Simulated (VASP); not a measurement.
A run of VASP 6.6.1 is set up as follows.

File INCAR:

```
ALGO = Normal
EDIFF = 1E-7
ENCUT = 520
GGA = PE
ISIF = 2
ISMEAR = -1
IVDW = 12
LASPH = True
LCHARG = True
LELF = True
LREAL = Auto
LVHAR = True
LWAVE = False
NBANDS = 37
NELM = 80
PREC = Accurate
SIGMA = 0.02
```

File KPOINTS:

```
k-points
0
Gamma
  1 1 1
```

Contents of POSCAR:

```
MgH8Cl2O4
1.0
    5.7082670000      0.0000000000      0.0000000000
    0.0000000000      5.7082670000      0.0000000000
    0.0000000000      0.0000000000      5.7082670000
O H Mg Cl
4 8 1 2
Direct
    0.4221946871      0.9350473620      0.9151814377
    0.7992268056      1.0556443838      0.5792476070
    0.3612830304      0.1790560953      0.3580771537
    0.9293013098      0.1807729036      0.0095300378
    0.2917347769      0.8504157216      0.8079860315
    0.5616240446      0.8686699483      0.9667907966
    0.8299016146      0.8887986494      0.5811395998
    0.6233415501      1.0625116169      0.5531275955
    0.4142763469      0.0542020897      0.2463795054
    0.4765719613      0.3033495105      0.3010545933
    1.0400879987      0.0484560375      0.0492618863
    0.8180065859      0.1089472514     -0.0953879698
    0.9482737931      0.3130372143      0.3381061187
    0.1248364872      0.6096421208      0.5828914450
    0.7032957638      0.6130932558      0.2101863841
```

Potentials or basis: VASP PAW PBE potentials, release 64 (O, H, Mg, Cl).

The run is started by

```sh
$ cat potpaw_PBE.64/O/POTCAR potpaw_PBE.64/H/POTCAR potpaw_PBE.64/Mg/POTCAR potpaw_PBE.64/Cl/POTCAR > POTCAR
$ mpirun -np 1 vasp_gam > vasp.out
```

**Question.** Predict the pressure.

**Answer.** -1.3 GPa.

**Question.** Estimate the band gap on the k mesh.

**Answer.** 3.57 eV, direct.

Forces in eV/Å, atoms in the order of the input:
```
O   -4.557  1.916 -1.929
O   -1.657  1.143 -0.720
O    1.190  0.009 -1.167
O    1.957 -1.159  2.009
H    2.921  0.123  1.555
H    1.400 -2.552  0.245
H    0.773 -1.092 -0.360
H    0.812  0.129  0.342
H   -0.940 -0.013  0.174
H   -1.204  0.235  0.520
H   -0.437  0.693 -0.922
H   -0.567  0.145 -0.825
Mg   0.758  0.453  0.719
Cl  -0.061  0.180  0.155
Cl  -0.388 -0.208  0.204
```
